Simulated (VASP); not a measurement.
Output of a VASP run:

OSZICAR:
```
       N       E                     dE             d eps       ncg     rms          rms(c)
DAV:   1     0.487908122951E+03    0.48791E+03   -0.21563E+04  2256   0.156E+03
DAV:   2     0.375923548012E+02   -0.45032E+03   -0.43760E+03  2212   0.451E+02
DAV:   3    -0.176442389974E+02   -0.55237E+02   -0.53996E+02  2380   0.149E+02
DAV:   4    -0.201641568505E+02   -0.25199E+01   -0.25031E+01  3180   0.327E+01
DAV:   5    -0.202649051334E+02   -0.10075E+00   -0.10063E+00  3316   0.527E+00    0.179E+01
DAV:   6    -0.189627206391E+02    0.13022E+01   -0.88447E+00  2440   0.197E+01    0.104E+01
DAV:   7    -0.188987639274E+02    0.63957E-01   -0.83458E-01  2480   0.631E+00    0.426E+00
DAV:   8    -0.188810368485E+02    0.17727E-01   -0.58982E-02  3088   0.182E+00    0.118E+00
DAV:   9    -0.188775342638E+02    0.35026E-02   -0.17648E-02  3144   0.871E-01    0.135E-01
DAV:  10    -0.188776650143E+02   -0.13075E-03   -0.14353E-03  2968   0.252E-01    0.769E-02
DAV:  11    -0.188776918373E+02   -0.26823E-04   -0.10452E-04  3340   0.475E-02    0.328E-02
DAV:  12    -0.188776925353E+02   -0.69797E-06   -0.11147E-05  2656   0.157E-02    0.790E-03
DAV:  13    -0.188776931611E+02   -0.62583E-06   -0.16621E-06  2032   0.677E-03
   1 F= -.18877693E+02 E0= -.18877137E+02  d E =-.111264E-02
```

### OUTCAR
```
------------------------ aborting loop because EDIFF is reached ----------------------------------------
  FORCE on cell =-STRESS in cart. coord.  units (eV):
  Direction    XX          YY          ZZ          XY          YZ          ZX
  --------------------------------------------------------------------------------------
  Total       -1.9755891     -1.9755891     -1.5431637      0.0000000      0.0000000     -0.0000000
  in kB      -24.5863402    -24.5863402    -19.2047771      0.0000000      0.0000000     -0.0000000
  external PRESSURE =     -22.7924858 kB  Pullay stress =       0.0000000 kB
  volume of cell :      128.74
      direct lattice vectors                 reciprocal lattice vectors
    -2.355030000  2.355030000  5.803105000     0.000000000  0.212311520  0.086160771
     2.355030000 -2.355030000  5.803105000     0.212311520  0.000000000  0.086160771
     2.355030000  2.355030000 -5.803105000     0.212311520  0.212311520  0.000000000
 POSITION                                       TOTAL-FORCE (eV/Angst)
 -----------------------------------------------------------------------------------
      0.00000      0.00000      0.00000        -0.000000     -0.000000     -0.000000
      2.35503      0.00000      2.90155        -0.000000     -0.000000      0.000000
      0.00000      2.35503      2.90155        -0.000000     -0.000000      0.000000
      0.00000      0.00000      4.39655         0.000000      0.000000     -0.144717
      0.00000      0.00000      7.20966        -0.000000     -0.000000      0.144717
 -----------------------------------------------------------------------------------
    total drift:                               -0.000000     -0.000000     -0.000000
  FREE ENERGIE OF THE ION-ELECTRON SYSTEM (eV)
  ---------------------------------------------------
  free  energy   TOTEN  =       -18.8776931611 eV

  energy  without entropy=      -18.8765805230  energy(sigma->0) =      -18.87713684
```
(Selected blocks of OUTCAR.)

### POSCAR
```
Sr(AgSn)2
1
   -2.3550300000     2.3550300000     5.8031050000
    2.3550300000    -2.3550300000     5.8031050000
    2.3550300000     2.3550300000    -5.8031050000
Sr Ag Sn
1 2 2
Direct
  0.0000000000   0.0000000000   0.0000000000
  0.2500000000   0.7500000000   0.5000000000
  0.7500000000   0.2500000000   0.5000000000
  0.3788100000   0.3788100000   0.0000000000
  0.6211900000   0.6211900000   0.0000000000
```

### Question
Write an INCAR and KPOINTS that could have produced this output.

### Answer
Several could match; the one computed here: the input of the run itself, PBEsol GGA, plane waves, VASP's PBE PAW potentials (set 64).

### KPOINTS
```
K-points
0
gamma
  6 6 6
0 0 0
```

INCAR:
```
# general
SYSTEM  = Sr(AgSn)2
PREC    = Accurate
ENCUT   = 300   # plane-wave cut-off (eV)
LREAL   = .FALSE.   # projection in real space or not
LASPH   = .TRUE.

# electronic loop
EDIFF   = 1E-6   # SCF stop (eV)
NELM    = 100
ALGO    = Normal
LMAXMIX = 4   # l cut-off of mixed one-centre charges

# smearing
ISMEAR  = 0   # Gaussian
SIGMA   = 0.05

# functional
GGA     = PS

# ions
ISIF    = 2

# output
LWAVE   = .FALSE.
LCHARG  = .FALSE.
```

POTCAR, in this order: Sr_sv Ag Sn_d (PBE.64 set). Program: vasp_std.

At this cut-off the stress carries a Pulay error, which pulls relaxed volumes low.

The structure comes from a computed database's Ag2Sn2Sr entry (I4/mmm); how it stands against other phases isn't given here. The cell was not relaxed at this level. The k-mesh is coarse (spacing up to 0.31 per Å, 2π included), so the numbers may not be converged in it. The run is one of a series of settings (GGA = PS, POTCAR Sr_sv Ag Sn_d (PBE.64 set) against the base run), some of them coarse on purpose.
